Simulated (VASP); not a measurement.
Method: revTPSS meta-GGA, VASP's PBE PAW potentials (set 64) (plane waves; VASP).

VASP input:

**INCAR**
```
# general
SYSTEM   =  Pb
PREC     =  Accurate
ENCUT    =  520
LREAL    =  .False.
LASPH    =  .True.

# electronic loop
EDIFF    =  1E-7
NELM     =  100
ALGO     =  Normal
LMAXMIX  =  4
LMIXTAU  =  .True.

# smearing
ISMEAR   =  -5

# functional
METAGGA  =  RTPSS

# ions
ISIF     =  2

# output
LWAVE    =  .False.
LCHARG   =  .False.
LORBIT   =  11
NEDOS    =  601
```

**KPOINTS_OPT**
```
k-points along high-symmetry lines
10
Line-mode
Reciprocal
  0.000000   0.000000   0.000000 ! GAMMA
  0.500000   0.000000   0.500000 ! X

  0.500000   0.000000   0.500000 ! X
  0.625000   0.250000   0.625000 ! U

  0.375000   0.375000   0.750000 ! K
  0.000000   0.000000   0.000000 ! GAMMA

  0.000000   0.000000   0.000000 ! GAMMA
  0.500000   0.500000   0.500000 ! L

  0.500000   0.500000   0.500000 ! L
  0.500000   0.250000   0.750000 ! W

  0.500000   0.250000   0.750000 ! W
  0.500000   0.000000   0.500000 ! X
```

### KPOINTS
```
Automatic
0
G
14 14 14
```

**POSCAR**
```
Pb
1
    0.0000000000     2.4709956145     2.4709956145
    2.4709956145     0.0000000000     2.4709956145
    2.4709956145     2.4709956145     0.0000000000
Pb
1
Direct
  0.0000000000   0.0000000000   0.0000000000
```

POTCAR, in this order: Pb_d (PBE.64 set). Program: vasp_std.

### Question
What will the output report for the number of irreducible k-points (NKPTS), largest plane-wave count, number of space-group operations, FFT grid (NGX, NGY, NGZ)?

### Answer

number of irreducible k-points (NKPTS): 104
largest plane-wave count: 869
number of space-group operations: 48
FFT grid (NGX, NGY, NGZ): 28 × 28 × 28

The compound is Pb in the fcc structure. It was relaxed first.
